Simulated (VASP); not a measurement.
Here is the system:

```yaml
crystal:
  lattice:
    - [0.00000, 2.53957, 2.53957]
    - [2.53957, 0.00000, 2.53957]
    - [2.53957, 2.53957, 0.00000]
  atoms:
    - { symbol: Zr, position: [0.00000, 0.00000, 0.00000] }
    - { symbol: O, position: [0.25000, 0.25000, 0.25000] }
    - { symbol: O, position: [0.75000, 0.75000, 0.75000] }
```

Computed with vdW-DF-cx, VASP's PBE PAW potentials (set 64) (plane waves; VASP 6.6.1). Numerical set-up: 520 eV cut-off, Gaussian smearing of 0.050 eV, potentials Zr_sv O.

Predict the band gap (along the path) with the smallest direct gap where there is one.

The band gap (along the path) is 3.35 eV and the smallest direct gap (along the path) comes out as 3.78 eV.

The compound is ZrO2 in the fluorite structure, the high-temperature cubic form, which is unstable at 0 K; the monoclinic form is the stable one. It was relaxed first.
